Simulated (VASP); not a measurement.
## Cu (Copper): cell size and functional

Aim: relax Cu (Copper) at several levels of theory and compare the cells. The starting structure is a measured crystal structure from the Crystallography Open Database.

Method: Kohn-Sham DFT with plane waves and PAW; PBEsol, LDA, PBE, PBEsol + D3(BJ), r2SCAN, r2SCAN + rVV10, optB86b-vdW and BLYP, in VASP 6.6.1.

## (1) The starting structure

Symmetry: Fm-3m, No. 225, cubic system. The conventional cell has a = 3.615 Å, b = 3.615 Å, c = 3.615 Å, α = 90.00°, β = 90.00°, γ = 90.00°. Nearest to Cu lie 12 Cu at 2.56 Å.

Coordinates:

```cif
data_structure
_symmetry_space_group_name_H-M 'P 1'
_symmetry_Int_Tables_number 1
_cell_length_a 2.5562
_cell_length_b 2.5562
_cell_length_c 2.5562
_cell_angle_alpha 60.000
_cell_angle_beta 60.000
_cell_angle_gamma 60.000
_cell_volume 11.81
loop_
_atom_site_label
_atom_site_type_symbol
_atom_site_fract_x
_atom_site_fract_y
_atom_site_fract_z
_atom_site_occupancy
Cu1 Cu 0.00000 0.00000 0.00000 1
```

## (2) Relaxation with PBEsol

PBEsol restores the gradient expansion of exchange and is tuned for the cells of solids. This run starts from the cell of an earlier relaxation, which isn't shown; the restart sets up the plane waves anew.

INCAR

```
SYSTEM = Cu
PREC = Accurate
ENCUT = 450
EDIFF = 1E-06
NELM = 100
ISMEAR = 1
SIGMA = 0.1
LREAL = .FALSE.
ALGO = Normal
GGA = PS
NBANDS = 11
LORBIT = 11
LWAVE = .FALSE.
LCHARG = .FALSE.
KPAR = 2
IBRION = 2
NSW = 50
ISIF = 3
EDIFFG = -0.01
```

POSCAR

```
Cu
1.0
    0.0000000000      1.7827478333      1.7827478333
    1.7827478333      0.0000000000      1.7827478333
    1.7827478333      1.7827478333      0.0000000000
Cu
1
Direct
    0.0000000000      0.0000000000      0.0000000000
```

KPOINTS

```
Automatic mesh
0
Gamma
14 14 14
0 0 0
```

Potentials, in the order of the species: Cu (PBE family, release 64).

The run is started by

```console
mpirun -np 2 vasp_std
```

Log:

```text
[banner, memory and clock lines left out]
running    2 mpi-ranks, on    1 nodes
 distrk:  each k-point on    1 cores,    2 groups
 distr:  one band on    1 cores,    1 groups

 POSCAR found type information on POSCAR Cu
 POSCAR found :  1 types and       1 ions
|                                                                             |
|               ----> ADVICE to this user running VASP <----                  |
|                                                                             |
|     You enforced a specific xc type in the INCAR file but a different       |
|     [... a line on the potential file left out ...]
|     I HOPE YOU KNOW WHAT YOU ARE DOING!                                     |
|                                                                             |

 LDA part: xc-table for (Slater+PW92), standard interpolation
 POSCAR, INCAR and KPOINTS ok, starting setup
 FFT: planning ... GRIDC
 FFT: planning ... GRID_SOFT
 FFT: planning ... GRID
 WAVECAR not read
 entering main loop
       N       E                     dE             d eps       ncg     rms          rms(c)
DAV:   1     0.374124423546E+02    0.37412E+02   -0.50438E+03  2489   0.153E+03
DAV:   2    -0.448669980159E+01   -0.41899E+02   -0.39061E+02  2339   0.194E+02
DAV:   3    -0.539459206681E+01   -0.90789E+00   -0.90352E+00  2671   0.355E+01
DAV:   4    -0.540013528750E+01   -0.55432E-02   -0.55423E-02  2542   0.242E+00
DAV:   5    -0.540018726973E+01   -0.51982E-04   -0.51982E-04  2585   0.237E-01    0.841E+00
DAV:   6    -0.473388831833E+01    0.66630E+00   -0.17768E+01  2630   0.849E+01    0.411E+00
DAV:   7    -0.432176359726E+01    0.41212E+00   -0.26499E+00  2636   0.326E+01    0.568E-01
DAV:   8    -0.430932540489E+01    0.12438E-01   -0.61355E-03  2644   0.138E+00    0.336E-01
DAV:   9    -0.430727500974E+01    0.20504E-02   -0.11625E-02  2684   0.196E+00    0.225E-02
DAV:  10    -0.430728210994E+01   -0.71002E-05   -0.34687E-05  3148   0.990E-02    0.616E-03
DAV:  11    -0.430728324738E+01   -0.11374E-05   -0.56448E-07  1677   0.147E-02    0.329E-04
DAV:  12    -0.430728324791E+01   -0.53524E-09   -0.57049E-08  1282   0.272E-03
   1 F= -.43072832E+01 E0= -.43072827E+01  d E =-.430728E+01
 curvature:   0.00 expect dE= 0.000E+00 dE for cont linesearch  0.000E+00
 trial: gam= 0.00000 g(F)=  0.000E+00 g(S)=  0.116E-04 ort = 0.000E+00 (trialstep = 0.100E+01)
 search vector abs. value=  0.116E-04
 reached required accuracy - stopping structural energy minimisation
```

The job ended after 2.6 s (2 MPI ranks of Intel Xeon 6975P-C (Granite Rapids), shared host; peak memory 0.23 GiB; 4.4 s of CPU time).

Lines that name or quote the potential files are left out of all logs, and their timing lines are given in words.

OUTCAR, selected parts (step 2):

```text
ion  position               nearest neighbor table
   1  0.000  0.000  0.000-

  LATTYP: Found a face centered cubic cell.
 ALAT       =     3.5654956666

 Subroutine GETGRP returns: Found 48 space group operations
 (whereof 48 operations were pure point group operations)

The static configuration has the point symmetry O_h .

 Found    104 irreducible k-points:

   k-points           NKPTS =    104   k-points in BZ     NKDIM =    104   number of bands    NBANDS=     11

   dimension x,y,z NGX =    18 NGY =   18 NGZ =   18
   dimension x,y,z NGXF=    36 NGYF=   36 NGZF=   36

   ENCUT  =  450.0 eV  33.07 Ry    5.75 a.u.   4.36  4.36  4.36*2*pi/ulx,y,z

   NELECT =      11.0000    total number of electrons

 k-points in reciprocal lattice and weights: Automatic mesh
   0.00000000  0.00000000  0.00000000       0.000
   0.07142857  0.00000000  0.00000000       0.003
   0.14285714  0.00000000  0.00000000       0.003
   0.21428571  0.00000000  0.00000000       0.003
   0.28571429  0.00000000  0.00000000       0.003
   0.35714286  0.00000000  0.00000000       0.003
   0.42857143  0.00000000  0.00000000       0.003
   0.50000000  0.00000000  0.00000000       0.001
   0.07142857  0.07142857  0.00000000       0.002
[...]
-0.28571429  0.42857143  0.21428571       0.009
  -0.28571429  0.50000000  0.21428571       0.004

 average (electrostatic) potential at core
       1 -63.1461

 E-fermi :   7.8886

 k-point     1 :       0.0000    0.0000    0.0000
  band No.  band energies     occupation
    ...
      2       4.7695      2.00000
      3       4.7695      2.00000
      4       4.7695      2.00000
      5       5.6595      2.00000
      6       5.6595      2.00000
      7      30.8360      0.00000
      8      33.7726      0.00000
      9      33.7726      0.00000
     10      33.7726      0.00000
     11      36.2896      0.00000

 k-point     2 :       0.0714    0.0000    0.0000
  band No.  band energies     occupation
    ...
      2       4.7273      2.00000
      3       4.8065      2.00000
      4       4.8065      2.00000
      5       5.6450      2.00000
      6       5.6450      2.00000
      7      29.7118      0.00000
      8      32.0027      0.00000
      9      33.2164      0.00000
     10      33.2164      0.00000
     11      37.1040      0.00000

 k-point     3 :       0.1429    0.0000    0.0000
  band No.  band energies     occupation
    ...
      2       4.6208      2.00000
      3       4.8915      2.00000
      4       4.8915      2.00000
      5       5.6256      2.00000
      6       5.6256      2.00000
      7      26.2159      0.00000
      8      31.4672      0.00000
      9      32.3461      0.00000
     10      32.3461      0.00000
     11      38.1369      0.00000

  Total       -0.0089471     -0.0089471     -0.0089471      0.0000000      0.0000000     -0.0000000
  in kB       -1.2650139     -1.2650139     -1.2650139      0.0000000      0.0000000     -0.0000000
  external PRESSURE =      -1.2650139 kB  Pullay stress =       0.0000000 kB

  energy-cutoff  :      450.00
  volume of cell :       11.33
      direct lattice vectors                 reciprocal lattice vectors
     0.000000000  1.782747833  1.782747833    -0.280465914  0.280465914  0.280465914
     1.782747833  0.000000000  1.782747833     0.280465914 -0.280465914  0.280465914
     1.782747833  1.782747833  0.000000000     0.280465914  0.280465914 -0.280465914

 POSITION                                       TOTAL-FORCE (eV/Angst)
 -----------------------------------------------------------------------------------
      0.00000      0.00000      0.00000         0.000000      0.000000      0.000000
 -----------------------------------------------------------------------------------
    total drift:                                0.000000     -0.000000      0.000000

  FREE ENERGIE OF THE ION-ELECTRON SYSTEM (eV)
  ---------------------------------------------------
  free  energy   TOTEN  =        -4.3072832479 eV

  energy  without entropy=       -4.3072815946  energy(sigma->0) =       -4.30728270

 reached required accuracy - stopping structural energy minimisation

 total charge
# of ion       s       p       d       tot
------------------------------------------
    1        0.465   0.415   9.173  10.053

[... 3 further parts left out ...]
```

This run has no spin polarisation. Its electron count is odd, so without a moment it is a metal by construction. The PAW data sets were made with PBE, which is usual practice but a small mismatch for other functionals. The run keeps the 48 symmetry operations of its start, so it cannot find a distortion of lower symmetry.

With PBEsol the relaxed cell holds 11.332 Å³ an atom, -4.05 % against the measured cell, with a = 3.565 Å.

## (3) Relaxation with LDA

LDA, the lowest rung, knows the local density alone. This run starts from the cell of an earlier relaxation, which isn't shown; the restart sets up the plane waves anew.

Edit INCAR of step 2 so:

```diff
@@ -9,3 +9,3 @@
 ALGO = Normal
-GGA = PS
+GGA = CA
 NBANDS = 11
```

POSCAR

```
Cu
1.0
    0.0000000000      1.7612717549      1.7612717549
    1.7612717549      0.0000000000      1.7612717549
    1.7612717549      1.7612717549      0.0000000000
Cu
1
Direct
    0.0000000000      0.0000000000      0.0000000000
```

KPOINTS is that of step 2.

Potentials, in the order of the species: Cu (LDA family, release 64).

The run is started by

```console
mpirun -np 2 vasp_std
```

Log:

```text
[banner, memory and clock lines left out]
running    2 mpi-ranks, on    1 nodes
[...]
LDA part: xc-table for (Slater(with rela. corr.)+CA(PZ))
 , standard interpolation
 POSCAR, INCAR and KPOINTS ok, starting setup
[...]
entering main loop
       N       E                     dE             d eps       ncg     rms          rms(c)
DAV:   1     0.352458863297E+02    0.35246E+02   -0.50246E+03  2568   0.156E+03
DAV:   2    -0.473222939766E+01   -0.39978E+02   -0.36884E+02  2333   0.190E+02
DAV:   3    -0.571133659733E+01   -0.97911E+00   -0.95004E+00  2619   0.362E+01
DAV:   4    -0.571778893937E+01   -0.64523E-02   -0.64512E-02  2593   0.259E+00
[...]
DAV:  10    -0.470730590508E+01   -0.11346E-04   -0.26242E-05  2666   0.754E-02    0.493E-03
DAV:  11    -0.470730800927E+01   -0.21042E-05   -0.65441E-07  1707   0.123E-02    0.347E-04
DAV:  12    -0.470730801473E+01   -0.54595E-08   -0.59342E-08  1300   0.294E-03
   1 F= -.47073080E+01 E0= -.47073080E+01  d E =-.470731E+01
[...]
DAV:   2    -0.470806757041E+01    0.17270E-02   -0.31821E-02  2606   0.363E+00    0.148E-01
DAV:   3    -0.470738834529E+01    0.67923E-03   -0.45859E-03  2618   0.142E+00    0.574E-02
DAV:   4    -0.470731719668E+01    0.71149E-04   -0.79612E-05  2761   0.960E-02    0.170E-03
DAV:   5    -0.470731724709E+01   -0.50414E-07   -0.45438E-07  1671   0.824E-03
   2 F= -.47073172E+01 E0= -.47073157E+01  d E =-.923236E-05
 trial-energy change:   -0.000009  1 .order   -0.000009   -0.000074    0.000055
 step:   0.5730(harm=  0.5730)  dis= 0.00000  next Energy=    -4.707329 (dE=-0.212E-04)
[...]
N       E                     dE             d eps       ncg     rms          rms(c)
DAV:   1    -0.470777949218E+01   -0.46230E-03   -0.78027E-03  2669   0.206E+00    0.173E-01
DAV:   2    -0.470746358713E+01    0.31591E-03   -0.56903E-03  2603   0.154E+00    0.620E-02
DAV:   3    -0.470734331816E+01    0.12027E-03   -0.81812E-04  2612   0.601E-01    0.247E-02
DAV:   4    -0.470733037520E+01    0.12943E-04   -0.15871E-05  2774   0.444E-02    0.104E-03
DAV:   5    -0.470733038740E+01   -0.12199E-07   -0.87858E-08  1343   0.336E-03
   3 F= -.47073304E+01 E0= -.47073294E+01  d E =-.223727E-04
[...]
reached required accuracy - stopping structural energy minimisation
```

It took 4.2 s on 2 MPI ranks; peak memory 0.22 GiB.

From OUTCAR (step 3):

```text
  Total        0.0028679      0.0028679      0.0028679     -0.0000000     -0.0000000      0.0000000
  in kB        0.4212869      0.4212869      0.4212869     -0.0000000     -0.0000000      0.0000000
  external PRESSURE =       0.4212869 kB  Pullay stress =       0.0000000 kB

 POSITION                                       TOTAL-FORCE (eV/Angst)
 -----------------------------------------------------------------------------------
      0.00000      0.00000      0.00000         0.000000     -0.000000      0.000000
 -----------------------------------------------------------------------------------
    total drift:                                0.000000      0.000000     -0.000000

  FREE ENERGIE OF THE ION-ELECTRON SYSTEM (eV)
  ---------------------------------------------------
  free  energy   TOTEN  =        -4.7073303874 eV

  energy  without entropy=       -4.7073274498  energy(sigma->0) =       -4.70732941

[... 2 parts as in an earlier step ...]

[... 2 further parts left out ...]
[key lines of the parts left out:]
E-fermi :   8.3612
```

With LDA the relaxed cell holds 10.907 Å³ an atom, -7.65 % against the measured cell, with a = 3.520 Å. That is -3.75 % from PBEsol.

## (4) Relaxation with PBE

PBE, the usual starting point, adds the gradient of the density.

Edit INCAR of step 3 so:

```diff
@@ -9,3 +9,3 @@
 ALGO = Normal
-GGA = CA
+GGA = PE
 NBANDS = 11
```

POSCAR

```
Cu
1.0
    0.0000000000      1.8075000000      1.8075000000
    1.8075000000      0.0000000000      1.8075000000
    1.8075000000      1.8075000000      0.0000000000
Cu
1
Direct
    0.0000000000      0.0000000000      0.0000000000
```

KPOINTS is that of step 3.

The projector-augmented-wave data sets are Cu (PBE family, release 64).

The run is started by

```console
mpirun -np 2 vasp_std
```

Log:

```text
[banner, memory and clock lines left out]
running    2 mpi-ranks, on    1 nodes
[...]
LDA part: xc-table for (Slater+PW92), standard interpolation
 POSCAR, INCAR and KPOINTS ok, starting setup
[...]
entering main loop
       N       E                     dE             d eps       ncg     rms          rms(c)
DAV:   1     0.393867008440E+02    0.39387E+02   -0.50181E+03  2470   0.149E+03
DAV:   2    -0.363150479500E+01   -0.43018E+02   -0.40166E+02  2345   0.194E+02
DAV:   3    -0.461746357747E+01   -0.98596E+00   -0.97975E+00  2628   0.366E+01
DAV:   4    -0.462397860939E+01   -0.65150E-02   -0.65140E-02  2604   0.256E+00
[...]
DAV:  10    -0.372583674975E+01   -0.24149E-05   -0.38351E-05  3367   0.104E-01    0.911E-03
DAV:  11    -0.372583552957E+01    0.12202E-05   -0.14023E-06  1745   0.233E-02    0.225E-04
DAV:  12    -0.372583563850E+01   -0.10892E-06   -0.57570E-08  1288   0.287E-03
   1 F= -.37258356E+01 E0= -.37258609E+01  d E =-.372584E+01
[...]
DAV:   3    -0.372858948908E+01    0.23473E-01   -0.17202E-01  2606   0.826E+00    0.349E-01
DAV:   4    -0.372631169991E+01    0.22778E-02   -0.43435E-03  2949   0.816E-01    0.352E-02
DAV:   5    -0.372630134572E+01    0.10354E-04   -0.10701E-04  2767   0.199E-01    0.109E-02
DAV:   6    -0.372630147972E+01   -0.13399E-06   -0.37336E-06  1695   0.308E-02
   2 F= -.37263015E+01 E0= -.37263357E+01  d E =-.465841E-03
 trial-energy change:   -0.000466  1 .order   -0.000476   -0.002396    0.001443
 step:   0.6202(harm=  0.6241)  dis= 0.00000  next Energy=    -3.726576 (dE=-0.740E-03)
[...]
N       E                     dE             d eps       ncg     rms          rms(c)
DAV:   1    -0.373850384564E+01   -0.12202E-01   -0.20157E-01  2663   0.990E+00    0.908E-01
DAV:   2    -0.373086229349E+01    0.76416E-02   -0.17217E-01  2609   0.801E+00    0.377E-01
DAV:   3    -0.372687538668E+01    0.39869E-02   -0.27513E-02  2606   0.330E+00    0.125E-01
DAV:   4    -0.372656605439E+01    0.30933E-03   -0.35049E-04  2716   0.184E-01    0.261E-03
DAV:   5    -0.372656574002E+01    0.31438E-06   -0.35463E-06  2450   0.263E-02
   3 F= -.37265657E+01 E0= -.37265967E+01  d E =-.730102E-03
[...]
reached required accuracy - stopping structural energy minimisation
```

Elapsed: 4.8 s, on 2 MPI ranks; peak memory 0.22 GiB.

OUTCAR, selected parts (step 4):

```text
  Total       -0.0035917     -0.0035917     -0.0035917     -0.0000000     -0.0000000      0.0000000
  in kB       -0.4816650     -0.4816650     -0.4816650     -0.0000000     -0.0000000      0.0000000
  external PRESSURE =      -0.4816650 kB  Pullay stress =       0.0000000 kB

 POSITION                                       TOTAL-FORCE (eV/Angst)
 -----------------------------------------------------------------------------------
      0.00000      0.00000     -0.00000         0.000000      0.000000      0.000000
 -----------------------------------------------------------------------------------
    total drift:                                0.000000      0.000000     -0.000000

  FREE ENERGIE OF THE ION-ELECTRON SYSTEM (eV)
  ---------------------------------------------------
  free  energy   TOTEN  =        -3.7265657400 eV

  energy  without entropy=       -3.7266586378  energy(sigma->0) =       -3.72659671

[... 2 parts as in an earlier step ...]

[... 2 further parts left out ...]
[key lines of the parts left out:]
E-fermi :   7.3979
```

With PBE the relaxed cell holds 11.947 Å³ an atom, +1.16 % against the measured cell, with a = 3.629 Å. That is +5.43 % from PBEsol.

## (5) Relaxation with PBEsol + D3(BJ)

D3 with Becke-Johnson damping keeps a finite attraction at short range. This run starts from the cell of an earlier relaxation, which isn't shown; the restart sets up the plane waves anew.

Edit INCAR of step 4 so:

```diff
@@ -9,3 +9,4 @@
 ALGO = Normal
-GGA = PE
+GGA = PS
+IVDW = 12
 NBANDS = 11
```

POSCAR

```
Cu
1.0
    0.0000000000      1.7567544296      1.7567544296
    1.7567544296      0.0000000000      1.7567544296
    1.7567544296      1.7567544296      0.0000000000
Cu
1
Direct
    0.0000000000      0.0000000000      0.0000000000
```

KPOINTS is that of step 4.

The run is started by

```console
mpirun -np 2 vasp_std
```

Log:

```text
[banner, memory and clock lines left out]
running    2 mpi-ranks, on    1 nodes
[...]
[... a notice as in an earlier step ...]

 LDA part: xc-table for (Slater+PW92), standard interpolation
 POSCAR, INCAR and KPOINTS ok, starting setup
[...]
entering main loop
       N       E                     dE             d eps       ncg     rms          rms(c)
DAV:   1     0.359964827933E+02    0.35996E+02   -0.50062E+03  2569   0.153E+03
DAV:   2    -0.448442029425E+01   -0.40481E+02   -0.37690E+02  2339   0.190E+02
DAV:   3    -0.539351664784E+01   -0.90910E+00   -0.90326E+00  2651   0.353E+01
DAV:   4    -0.539890923278E+01   -0.53926E-02   -0.53919E-02  2555   0.238E+00
[...]
DAV:   9    -0.429312659399E+01    0.17657E-02   -0.95618E-03  2699   0.179E+00    0.220E-02
DAV:  10    -0.429313491244E+01   -0.83185E-05   -0.32654E-05  3160   0.959E-02    0.601E-03
DAV:  11    -0.429313588102E+01   -0.96858E-06   -0.56188E-07  1670   0.149E-02
   1 F= -.48644333E+01 E0= -.48644110E+01  d E =-.486443E+01
[...]
DAV:   2    -0.429195297084E+01    0.22075E-02   -0.40534E-02  2600   0.399E+00    0.167E-01
DAV:   3    -0.429109578099E+01    0.85719E-03   -0.57070E-03  2603   0.155E+00    0.636E-02
DAV:   4    -0.429101165222E+01    0.84129E-04   -0.87863E-05  2672   0.949E-02    0.126E-03
DAV:   5    -0.429101146611E+01    0.18611E-06   -0.81332E-07  1674   0.146E-02
   2 F= -.48644492E+01 E0= -.48644246E+01  d E =-.159143E-04
 trial-energy change:   -0.000016  1 .order   -0.000012   -0.000095    0.000071
 step:   0.6063(harm=  0.5714)  dis= 0.00000  next Energy=    -4.864463 (dE=-0.297E-04)
[...]
N       E                     dE             d eps       ncg     rms          rms(c)
DAV:   1    -0.429235561020E+01   -0.13440E-02   -0.83263E-03  2669   0.207E+00    0.180E-01
DAV:   2    -0.429200845027E+01    0.34716E-03   -0.60843E-03  2597   0.155E+00    0.634E-02
DAV:   3    -0.429188383361E+01    0.12462E-03   -0.84330E-04  2612   0.595E-01    0.254E-02
DAV:   4    -0.429187056175E+01    0.13272E-04   -0.16419E-05  2729   0.433E-02    0.114E-03
DAV:   5    -0.429187065728E+01   -0.95531E-07   -0.91999E-08  1399   0.372E-03
   3 F= -.48644638E+01 E0= -.48644400E+01  d E =-.304725E-04
[...]
reached required accuracy - stopping structural energy minimisation
```

Run time: 4.4 s. Hardware: 2 MPI ranks; peak memory 0.25 GiB; 7.7 s of CPU time.

From OUTCAR (step 5):

```text
 Edisp (eV)   -0.57344

 Edisp (eV)   -0.57259

  Total       0.00496     0.00496     0.00496    -0.00000    -0.00000     0.00000
  in kB       0.73512     0.73512     0.73512    -0.00000    -0.00000     0.00000
  external pressure =        0.74 kB  Pullay stress =        0.00 kB

 POSITION                                       TOTAL-FORCE (eV/Angst)
 -----------------------------------------------------------------------------------
     -0.00000      0.00000      0.00000         0.000000     -0.000000      0.000000
 -----------------------------------------------------------------------------------
    total drift:                                0.000000     -0.000000      0.000000

  FREE ENERGIE OF THE ION-ELECTRON SYSTEM (eV)
  ---------------------------------------------------
  free  energy   TOTEN  =        -4.8644637825 eV

  energy  without entropy=       -4.8643925714  energy(sigma->0) =       -4.86444005

[... 2 parts as in an earlier step ...]

[... 2 further parts left out ...]
[key lines of the parts left out:]
E-fermi :   8.5230
```

With PBEsol + D3(BJ) the relaxed cell holds 10.819 Å³ an atom, -8.39 % against the measured cell, with a = 3.511 Å. That is -4.53 % from PBEsol.

(Continued in part 2 of 2.)

[Lines on the potential files, build, host, timing and source positions are cut from VASP's logs without a mark.]

[Logs are printed without paths, hosts, clocks, repeated set-up lines and the standing remarks that a program may print on its own settings, such as how far it seeks lower states.]

[Hosts, paths, dates, database ids (printed as entryN), source tags and the programs' standing remarks are cut or masked in the printed files.]
